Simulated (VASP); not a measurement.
Crystal: OsRh.

```xyz
2
Lattice="3.1523 0.0000 0.0000 0.0000 3.1523 0.0000 0.0000 0.0000 3.1523" Properties=species:S:1:pos:R:3 pbc="T T T"
Rh    1.5761    1.5761    1.5761
Os    0.0000    0.0000    0.0000
```

The cell was built by a generator and needn't be a form met in nature.

Base run:

```yaml
Program: VASP 6.6.1
Functional: r2SCAN
Potentials_or_basis: VASP PAW PBE potentials, release 64 (Rh_pv, Os)
Cutoff: 520 eV
k_mesh: 6 × 6 × 6
Occupations: fermi-dirac, width 0.1 eV
Spin: non-collinear spin, zero start, spin-orbit coupling
Starting_moments: "[[0.0, 0.0, 0.0], [0.0, 0.0, 0.0]] μB"
```

Its results: pressure -22.3 GPa.

Task: The run is repeated on the same cell with these changes: spin from non-collinear spin, zero start, spin-orbit coupling to no spin polarisation; further incar settings from ALGO = Normal; EDIFF = 1e-07; NBANDS = 35 to ALGO = Normal; EDIFF = 1e-06; NBANDS = 18. What comes out?

Result: Pressure -23.5 GPa.

Caveats: so large a pressure means that the cell lies far from this level's equilibrium, or that cutoff or potentials fall short; the potentials were made for another functional, which shifts forces and pressure.

Not every run made on this cell is shown here.
